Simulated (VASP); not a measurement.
Output of a VASP run:

OUTCAR:
```
 ion  position               nearest neighbor table
   1  0.000  0.000  0.000-
  LATTYP: Found a body centered cubic cell.
 ALAT       =     5.0200000000
 Subroutine PRICEL returns:
 Original cell was already a primitive cell.
 Subroutine GETGRP returns: Found 48 space group operations
The static configuration has the point symmetry O_h .
The dynamic configuration has the point symmetry O_h .
 Subroutine INISYM returns: Found 48 space group operations
 Subroutine IBZKPT returns following result:
 Found     35 irreducible k-points:

 Following reciprocal coordinates:
            Coordinates               Weight
  0.000000  0.000000  0.000000      1.000000
  0.111111  0.000000  0.000000     12.000000
  0.222222  0.000000  0.000000     12.000000
  0.333333  0.000000  0.000000     12.000000
  0.444444  0.000000  0.000000     12.000000
  0.111111  0.111111  0.000000     24.000000
  0.222222  0.111111  0.000000     48.000000
  0.333333  0.111111  0.000000     48.000000
  0.444444  0.111111  0.000000     24.000000
  0.222222  0.222222  0.000000     24.000000
  0.333333  0.222222  0.000000     48.000000
  0.333333  0.333333  0.000000      8.000000
  0.111111  0.111111  0.111111      8.000000
  0.222222  0.111111  0.111111     24.000000
  0.333333  0.111111  0.111111     24.000000
 -0.111111  0.111111  0.111111      6.000000
  0.222222  0.222222  0.111111     24.000000
  0.333333  0.222222  0.111111     24.000000
 -0.222222  0.222222  0.111111     24.000000
 -0.333333  0.333333  0.111111     24.000000
 -0.222222  0.333333  0.111111     24.000000
 -0.444444  0.444444  0.111111     24.000000
 -0.333333  0.444444  0.111111     48.000000
 -0.444444 -0.444444  0.111111     24.000000
 -0.333333 -0.444444  0.111111     24.000000
  0.222222  0.222222  0.222222      8.000000
 -0.222222  0.222222  0.222222      6.000000
 -0.333333  0.333333  0.222222     24.000000
 -0.444444  0.444444  0.222222     24.000000
 -0.333333  0.444444  0.222222     24.000000
 -0.444444 -0.444444  0.222222     24.000000
 -0.333333  0.333333  0.333333      6.000000
 -0.444444  0.444444  0.333333     24.000000
 -0.444444 -0.444444  0.333333      8.000000
 -0.444444  0.444444  0.444444      6.000000
   k-points           NKPTS =     35   k-points in BZ     NKDIM =     35   number of bands    NBANDS=      9
   number of dos      NEDOS =    301   number of ions     NIONS =      1
   total plane-waves  NPLWV =  21952
   dimension x,y,z NGX =    28 NGY =   28 NGZ =   28
   dimension x,y,z NGXF=    56 NGYF=   56 NGZF=   56
   ions per type =               1
   PREC   = accura    normal or accurate (medium, high low for compatibility)
   ISTART =      0    job   : 0-new  1-cont  2-samecut
   ICHARG =      2    charge: 1-file 2-atom 10-const
   ISPIN  =      1    spin polarized calculation?
   LNONCOLLINEAR =      F non collinear calculations
   LSORBIT =      F    spin-orbit coupling
   INIWAV =      1    electr: 0-lowe 1-rand  2-diag
   ENCUT  =  400.0 eV  29.40 Ry    5.42 a.u.   7.09  7.09  7.09*2*pi/ulx,y,z
   NELM   =    100;   NELMIN=  2; NELMDL= -5     # of ELM steps
   EDIFF  = 0.1E-05   stopping-criterion for ELM
   LREAL  =      F    real-space projection
   NLSPLINE    = F    spline interpolate recip. space projectors
   LMAXMIX     =    4 max onsite mixed and CHGCAR
   VOSKOWN=      0    Vosko Wilk Nusair interpolation
   EDIFFG = -.1E-01   stopping-criterion for IOM
   NSW    =     60    number of steps for IOM
   NBLOCK =      1;   KBLOCK =     60    inner block; outer block
   IBRION =      2    ionic relax: 0-MD 1-quasi-New 2-CG
   NFREE  =      1    steps in history (QN), initial steepest desc. (CG)
   ISIF   =      3    stress and relaxation
   ISYM   =      2    0-nonsym 1-usesym 2-fastsym
   TEIN   =    0.0    initial temperature
   TEBEG  =    0.0;   TEEND  =   0.0 temperature during run
   SMASS  =  -3.00    Nose mass-parameter (am)
...
```

### OSZICAR
```
...
DAV:  20    -0.264303357198E+02   -0.48852E-03   -0.20776E-04   715   0.147E-01    0.649E-02
DAV:  21    -0.264312271616E+02   -0.89144E-03   -0.60197E-04   714   0.243E-01    0.484E-02
DAV:  22    -0.264314839317E+02   -0.25677E-03   -0.22915E-04   744   0.149E-01    0.396E-02
DAV:  23    -0.264314753357E+02    0.85959E-05   -0.24632E-05   976   0.426E-02    0.344E-02
DAV:  24    -0.264314752613E+02    0.74444E-07   -0.53825E-05   636   0.577E-02    0.229E-02
DAV:  25    -0.264314845002E+02   -0.92389E-05   -0.23247E-05   690   0.453E-02    0.172E-02
DAV:  26    -0.264314852064E+02   -0.70628E-06   -0.14721E-05   636   0.381E-02    0.778E-03
DAV:  27    -0.264314848198E+02    0.38667E-06   -0.22632E-06   644   0.163E-02
   1 F= -.26431485E+02 E0= -.26431176E+02  d E =-.264315E+02
       N       E                     dE             d eps       ncg     rms          rms(c)
DAV:   1    -0.264473498890E+02   -0.15865E-01   -0.59570E-01   631   0.642E+00    0.574E-01
DAV:   2    -0.264357053199E+02    0.11645E-01   -0.35148E-02   633   0.181E+00    0.287E-01
DAV:   3    -0.264315825367E+02    0.41228E-02   -0.21067E-02   718   0.110E+00    0.610E-02
DAV:   4    -0.264330469409E+02   -0.14644E-02   -0.14484E-03   683   0.405E-01    0.544E-02
DAV:   5    -0.264328624652E+02    0.18448E-03   -0.38680E-04   652   0.212E-01    0.253E-02
DAV:   6    -0.264332551524E+02   -0.39269E-03   -0.66339E-04   660   0.284E-01    0.885E-03
DAV:   7    -0.264332549257E+02    0.22671E-06   -0.37265E-05   984   0.434E-02    0.132E-02
DAV:   8    -0.264332716235E+02   -0.16698E-04   -0.16733E-05   634   0.468E-02    0.117E-02
DAV:   9    -0.264332717300E+02   -0.10654E-06   -0.10577E-06   639   0.111E-02
   2 F= -.26433272E+02 E0= -.26432899E+02  d E =-.178691E-02
       N       E                     dE             d eps       ncg     rms          rms(c)
DAV:   1    -0.264406200917E+02   -0.73485E-02   -0.29398E-01   631   0.451E+00    0.401E-01
DAV:   2    -0.264349867769E+02    0.56333E-02   -0.17023E-02   633   0.126E+00    0.200E-01
DAV:   3    -0.264329691605E+02    0.20176E-02   -0.10281E-02   718   0.761E-01    0.429E-02
DAV:   4    -0.264336539623E+02   -0.68480E-03   -0.66616E-04   685   0.272E-01    0.382E-02
DAV:   5    -0.264335695947E+02    0.84368E-04   -0.19206E-04   638   0.149E-01    0.180E-02
DAV:   6    -0.264337586094E+02   -0.18901E-03   -0.35527E-04   662   0.207E-01    0.642E-03
DAV:   7    -0.264337566370E+02    0.19724E-05   -0.20121E-05   969   0.355E-02    0.100E-02
DAV:   8    -0.264337662531E+02   -0.96161E-05   -0.72556E-06   636   0.348E-02    0.812E-03
DAV:   9    -0.264337661685E+02    0.84594E-07   -0.23236E-07   327   0.512E-03
   3 F= -.26433766E+02 E0= -.26433380E+02  d E =-.228135E-02
       N       E                     dE             d eps       ncg     rms          rms(c)
DAV:   1    -0.264341890522E+02   -0.42280E-03   -0.17230E-02   631   0.109E+00    0.967E-02
DAV:   2    -0.264338688109E+02    0.32024E-03   -0.97484E-04   636   0.302E-01    0.479E-02
DAV:   3    -0.264337554692E+02    0.11334E-03   -0.59382E-04   710   0.181E-01    0.105E-02
DAV:   4    -0.264337903467E+02   -0.34877E-04   -0.35779E-05   693   0.619E-02    0.928E-03
DAV:   5    -0.264337832330E+02    0.71137E-05   -0.12879E-05   637   0.385E-02    0.466E-03
DAV:   6    -0.264337917134E+02   -0.84805E-05   -0.24483E-05   668   0.542E-02    0.162E-03
DAV:   7    -0.264337916529E+02    0.60453E-07   -0.10210E-06   537   0.826E-03
   4 F= -.26433792E+02 E0= -.26433405E+02  d E =-.230683E-02
```

### OUTCAR
```
------------------------ aborting loop because EDIFF is reached ----------------------------------------
  FORCE on cell =-STRESS in cart. coord.  units (eV):
  Direction    XX          YY          ZZ          XY          YZ          ZX
  --------------------------------------------------------------------------------------
  Total        0.0036255      0.0036255      0.0036255      0.0000000      0.0000000     -0.0000000
  in kB        0.0886172      0.0886172      0.0886172      0.0000000      0.0000000     -0.0000000
  external PRESSURE =       0.0886172 kB  Pullay stress =       0.0000000 kB
  volume of cell :       65.55
      direct lattice vectors                 reciprocal lattice vectors
    -2.539991538  2.539991538  2.539991538     0.000000000  0.196851050  0.196851050
     2.539991538 -2.539991538  2.539991538     0.196851050  0.000000000  0.196851050
     2.539991538  2.539991538 -2.539991538     0.196851050  0.196851050  0.000000000
 POSITION                                       TOTAL-FORCE (eV/Angst)
 -----------------------------------------------------------------------------------
      2.53999     -2.53999      2.53999         0.000000      0.000000      0.000000
 -----------------------------------------------------------------------------------
    total drift:                                0.000000     -0.000000      0.000000
  FREE ENERGIE OF THE ION-ELECTRON SYSTEM (eV)
  ---------------------------------------------------
  free  energy   TOTEN  =       -26.4337916529 eV

  energy  without entropy=      -26.4326330790  energy(sigma->0) =      -26.43340546

 reached required accuracy - stopping structural energy minimisation
```
(Selected blocks of OUTCAR.)

POSCAR:
```
Ba
1
   -2.5100000000     2.5100000000     2.5100000000
    2.5100000000    -2.5100000000     2.5100000000
    2.5100000000     2.5100000000    -2.5100000000
Ba
1
Direct
  0.0000000000   0.0000000000   0.0000000000
```

Reconstruct the remaining input files.

This is not unique; one that fits is the input of the run itself, r2SCAN meta-GGA, plane waves, VASP's PBE PAW potentials (set 64).

KPOINTS:
```
Automatic mesh
0
Gamma
9 9 9
0 0 0
```

INCAR:
```
! general
SYSTEM  = Ba
PREC    = Accurate
ENCUT   = 400
LREAL   = .FALSE.
LASPH   = .TRUE.

! electronic loop
EDIFF   = 1E-6
NELM    = 100
ALGO    = Normal
LMAXMIX = 4
LMIXTAU = .TRUE.

! smearing
ISMEAR  = 1
SIGMA   = 0.1

! functional
METAGGA = R2SCAN

! ions
IBRION  = 2
NSW     = 60
ISIF    = 3
EDIFFG  = -0.01

! output
LWAVE   = .FALSE.
LCHARG  = .FALSE.
```

POTCAR, in this order: Ba_sv (PBE.64 set). Program: vasp_std.

Energy and stress use the plane-wave basis of the starting cell.

The compound is Ba in the bcc structure. This run relaxes it. Symmetry was kept, so distortions that lower it aren't found.
